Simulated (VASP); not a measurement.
Computed with HSE06 screened hybrid, VASP's PBE PAW potentials (set 64) (plane waves; VASP 6.6.1).

Input for VASP

INCAR:
```
SYSTEM = AsSi63
PREC = Normal
ENCUT = 400
EDIFF = 1E-5
NELM = 50
ALGO = Normal
LREAL = Auto
LASPH = .TRUE.
ISMEAR = 0
SIGMA = 0.05
GGA = PE
LMAXMIX = 4
LWAVE = .FALSE.
LCHARG = .FALSE.
NELMIN = 4
ISYM = 0
NELECT = 258.0
HFSCREEN = 0.2
AEXX = 0.25
LHFCALC = .TRUE.
PRECFOCK = Fast
ISIF = 0
```

**KPOINTS**
```
Automatic mesh
0
Gamma
1 1 1
0 0 0
```

### POSCAR
```
AsSi63
1
   10.9370747000     0.0000000000     0.0000000000
    0.0000000000    10.9370747000     0.0000000000
    0.0000000000     0.0000000000    10.9370747000
Si As
63 1
Direct
  0.4999398601   0.0001293512   0.0002095565
  0.6254447793   0.1259287116   0.1261321807
  0.7498557968   0.2500739490   0.0007842803
  0.8741031992   0.3744802645   0.1260301893
  0.7498232717   0.0005190001   0.2503234761
  0.8741793344   0.1259866385   0.3745014485
  0.0000130817   0.9999924466   0.9999848587
  0.1256321453   0.1256479435   0.1255929134
  0.2503311194   0.2502578017   0.9996190476
  0.3744699510   0.3743906358   0.1258977226
  0.4999604807   0.4999257829   0.0002103517
  0.6256537344   0.6256647708   0.1256319401
  0.7498099855   0.7498096139   0.9994728202
  0.8743953866   0.8744115859   0.1256060067
  0.2503399815   0.9997287478   0.2503404235
  0.3745031387   0.1259884710   0.3744627028
  0.4999555682   0.2499067430   0.2498877949
  0.6312206899   0.3694122805   0.3694031142
  0.7506047783   0.5005771459   0.2495958095
  0.8743882938   0.6257848147   0.3744823066
  0.4999713637   0.0000853435   0.4999559051
  0.6256015297   0.1256837411   0.6256060088
  0.7505698873   0.2495834018   0.5004475050
  0.8745189552   0.3743008859   0.6257180051
  0.7497713461   0.9994654966   0.7497858737
  0.8744256646   0.1256268473   0.8744094859
  0.9999266202   0.4999759145   0.0003165451
  0.1258615605   0.6254612359   0.1260120018
  0.2501274087   0.7499103838   0.0007474945
  0.3744823710   0.8742574088   0.1260121184
  0.9996096433   0.2502974771   0.2502728962
  0.1258355064   0.3744650603   0.3744100623
  0.2496779014   0.4998191711   0.2496544614
  0.3687936799   0.6316091120   0.3688141847
  0.5005288870   0.7506898147   0.2494500127
  0.6257206932   0.8742908196   0.3745315413
  0.9998665931   0.9999657890   0.5000300059
  0.1258458440   0.1257888990   0.6254652925
  0.2495703738   0.2496591040   0.4998744863
  0.3680971178   0.3686538587   0.6323190215
  0.6311555017   0.6309283261   0.6318173612
  0.7502652486   0.7501942706   0.4999167123
  0.8739582064   0.8741041457   0.6254744581
  0.2502467175   0.0005952706   0.7498129433
  0.3745155987   0.1258898892   0.8742536303
  0.5004497094   0.2494493667   0.7507594324
  0.6257172824   0.3742553166   0.8746593236
  0.7507750541   0.4993600534   0.7508941653
  0.8742753206   0.6255227531   0.8742748103
  0.0005681044   0.7498637225   0.2502846512
  0.1259232210   0.8743126851   0.3745033143
  0.0000623894   0.4999802048   0.4999753678
  0.1255152028   0.6257909232   0.6255901806
  0.2494092520   0.7507137735   0.5004433365
  0.3743937533   0.8743939804   0.6256874804
  0.0007022799   0.2501347629   0.7498604031
  0.1257148946   0.3744528911   0.8744628941
  0.2489644035   0.5008343061   0.7511698902
  0.3743544808   0.6258590650   0.8746854261
  0.4995410450   0.7506298245   0.7507804354
  0.6255183225   0.8742976428   0.8742877829
  0.9993846482   0.7499040026   0.7497748049
  0.1256311752   0.8744350887   0.8743804303
  0.4993706644   0.4999552711   0.5009549132
```

POTCAR, in this order: Si As (PBE.64 set). Program: vasp_gam. Read from the step before: WAVECAR.

The cell is charged, with a uniform compensating background. The supercell is sampled at Γ alone, which is coarse: total energies, pressure and levels can be off, energies of defects by several tenths of an eV.

Task: What does the run give for the energy per atom (σ→0), largest force?

Result: 
| Property | Result |
|---|---|
| energy per atom (σ→0) | -6.090 eV/atom |
| largest force | 0.095 eV/Å |

File OSZICAR:
```
...
DAV:   4    -0.389757894799E+03    0.62027E-02   -0.18075E-03   358   0.869E-02    0.435E+00
DAV:   5    -0.389755700745E+03    0.21941E-02   -0.59351E-04   342   0.511E-02    0.249E+00
DAV:   6    -0.389754954454E+03    0.74629E-03   -0.22229E-04   342   0.314E-02    0.141E+00
DAV:   7    -0.389754708905E+03    0.24555E-03   -0.82555E-05   342   0.189E-02    0.802E-01
DAV:   8    -0.389754631611E+03    0.77293E-04   -0.27300E-05   206   0.111E-02    0.459E-01
DAV:   9    -0.389754611734E+03    0.19878E-04   -0.11920E-05   198   0.754E-03    0.260E-01
DAV:  10    -0.389754608104E+03    0.36298E-05   -0.42588E-06   182   0.450E-03
   1 F= -.38975461E+03 E0= -.38975461E+03  d E =-.165904E-10
```

The cell is a supercell with a defect, built from Si (diamond): As_Si, charge -1. The cell's shape comes from a PBE relaxation. The run is not spin-polarised, so no state with unpaired spins was tried.
